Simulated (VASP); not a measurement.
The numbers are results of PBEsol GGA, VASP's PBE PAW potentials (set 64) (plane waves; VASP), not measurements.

VASP input:

**POSCAR**
```
KMgF3
1
    3.9852643808     0.0000000000     0.0000000000
    0.0000000000     3.9852643808     0.0000000000
   -0.0000000000     0.0000000000     3.9852643808
K Mg F
1 1 3
Direct
  0.0000000000   0.0000000000   0.0000000000
  0.5000000000   0.5000000000   0.5000000000
  0.5000000000   0.0000000000   0.5000000000
  0.0000000000   0.5000000000   0.5000000000
  0.5000000000   0.5000000000   0.0000000000
```

### INCAR
```
ALGO=Normal
EDIFF=1E-7
ENCUT=520
GGA=PS
ICHARG=11
ISMEAR=0
LASPH=T
LCHARG=F
LORBIT=11
LREAL=F
LWAVE=F
NELM=100
PREC=Accurate
SIGMA=0.05
SYSTEM=KMgF3
```

File KPOINTS:
```
k-points along high-symmetry lines
15
Line-mode
Reciprocal
  0.000000   0.000000   0.000000 ! GAMMA
  0.000000   0.500000   0.000000 ! X

  0.000000   0.500000   0.000000 ! X
  0.500000   0.500000   0.000000 ! M

  0.500000   0.500000   0.000000 ! M
  0.000000   0.000000   0.000000 ! GAMMA

  0.000000   0.000000   0.000000 ! GAMMA
  0.500000   0.500000   0.500000 ! R

  0.500000   0.500000   0.500000 ! R
  0.000000   0.500000   0.000000 ! X

  0.500000   0.500000   0.500000 ! R
  0.500000   0.500000   0.000000 ! M
```

POTCAR, in this order: K_sv Mg F (PBE.64 set). Program: vasp_std. Read from the step before: CHGCAR.

The run wrote:

File OSZICAR:
```
       N       E                     dE             d eps       ncg     rms          rms(c)
DAV:   1     0.235455272387E+03    0.23546E+03   -0.17523E+04  3600   0.156E+03
DAV:   2    -0.137128691075E+02   -0.24917E+03   -0.23952E+03  4912   0.379E+02
DAV:   3    -0.245405875634E+02   -0.10828E+02   -0.10791E+02  4312   0.770E+01
DAV:   4    -0.249091020390E+02   -0.36851E+00   -0.36791E+00  6300   0.116E+01
DAV:   5    -0.249106345720E+02   -0.15325E-02   -0.15324E-02  4176   0.730E-01
DAV:   6    -0.249106792505E+02   -0.44679E-04   -0.44678E-04  5052   0.765E-02
DAV:   7    -0.249106795987E+02   -0.34821E-06   -0.34817E-06  4460   0.961E-03
DAV:   8    -0.249106796075E+02   -0.87439E-08   -0.87701E-08  3304   0.132E-03
   1 F= -.24910680E+02 E0= -.24910680E+02  d E =-.384453E-14
```

**OUTCAR**
```
 val. band max:       -1.7043020538   @ k =   0.5000   0.5000   0.5000

 cond. band min:       5.4220377181   @ k =   0.0000   0.0000   0.0000



 k-point     1 :       0.0000    0.0000    0.0000
  band No.  band energies     occupation
      1     -27.1799      2.00000
      2     -21.7170      2.00000
      3     -21.0469      2.00000
      4     -21.0469      2.00000
      5     -10.7447      2.00000
      6     -10.7447      2.00000
      7     -10.7447      2.00000
      8      -4.1583      2.00000
      9      -4.1583      2.00000
     10      -4.1583      2.00000
     11      -2.3377      2.00000
     12      -2.3377      2.00000
     13      -2.3377      2.00000
     14      -2.0289      2.00000
     15      -2.0289      2.00000
     16      -2.0289      2.00000
     17       5.4220      0.00000
     18       8.2380      0.00000
     19       8.2380      0.00000
     20      10.4330      0.00000

 k-point     2 :       0.0000    0.0357    0.0000
  band No.  band energies     occupation
      1     -27.1795      2.00000
      2     -21.7155      2.00000
      3     -21.0488      2.00000
      4     -21.0468      2.00000
      5     -10.7445      2.00000
      6     -10.7440      2.00000
      7     -10.7440      2.00000
      8      -4.1575      2.00000
      9      -4.1568      2.00000
     10      -4.1568      2.00000
     11      -2.3410      2.00000
     12      -2.3405      2.00000
     13      -2.3405      2.00000
     14      -2.0422      2.00000
     15      -2.0316      2.00000
     16      -2.0316      2.00000
     17       5.4457      0.00000
     18       8.2503      0.00000
     19       8.2525      0.00000
     20      10.4404      0.00000

 k-point     3 :       0.0000    0.0714    0.0000
  band No.  band energies     occupation
      1     -27.1784      2.00000
      2     -21.7111      2.00000
      3     -21.0542      2.00000
      4     -21.0463      2.00000
      5     -10.7439      2.00000
      6     -10.7418      2.00000
...
```

The density is held fixed in this step, so its total energy and stress have no physical meaning.

The compound is KMgF3 in the cubic perovskite structure. It was relaxed first.
